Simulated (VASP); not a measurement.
VASP input:

POSCAR:
```
BeTe
1
    3.3176466603     0.0000000000     0.0000000000
    0.0000000000     3.3176466603     0.0000000000
   -0.0000000000     0.0000000000     3.3176466603
Be Te
1 1
Direct
  0.0000000000   0.0000000000   0.0000000000
  0.5000000000   0.5000000000   0.5000000000
```

### INCAR
```
SYSTEM = BeTe
PREC = Accurate; ENCUT = 400; LREAL = F
LASPH = T
EDIFF = 1E-7; NELM = 100; ALGO = Normal
LMAXMIX = 4
ISMEAR = -5
GGA = PS
ISIF = 2
LWAVE = F; LCHARG = T; LORBIT = 11
NEDOS = 601
```

File KPOINTS:
```
Regular mesh
0
gamma
12 12 12
0 0 0
```

POTCAR, in this order: Be Te (PBE.64 set). Program: vasp_std.

Translate this PBEsol calculation to Ansatz.

One equivalent input (not run):
Ansatz 0.2 input:
```yaml
crystal:
  lattice:
    - [3.3176467, 0.0000000, 0.0000000]
    - [0.0000000, 3.3176467, 0.0000000]
    - [0.0000000, 0.0000000, 3.3176467]
  atoms:
    - { symbol: Be, position: [0.0000000, 0.0000000, 0.0000000] }
    - { symbol: Te, position: [0.5000000, 0.5000000, 0.5000000] }
kpoints:
  mp_grid: { grid: [12, 12, 12] }
hamiltonian:
  xc: pbesol
  pseudopotentials: { kind: paw }
scf:
  occupations: { method: tetrahedron }
  max_iter: 100
output: { forces: true, stress: true, eigenvalues: true }
```
The two are equivalent in intent, not identical: each code has its own PAW files, so the cut-off isn't converted (ENCUT is set for VASP's; basis.ecutwfc is left out, and Ansatz then takes the one that its files recommend); Ansatz stops its SCF on the density residual and VASP on the energy change (EDIFF).

The structure was generated: BeTe was put into the CsCl type type (Pm-3m), which need not be its known phase. It was relaxed first, which changed the volume by +30 %.
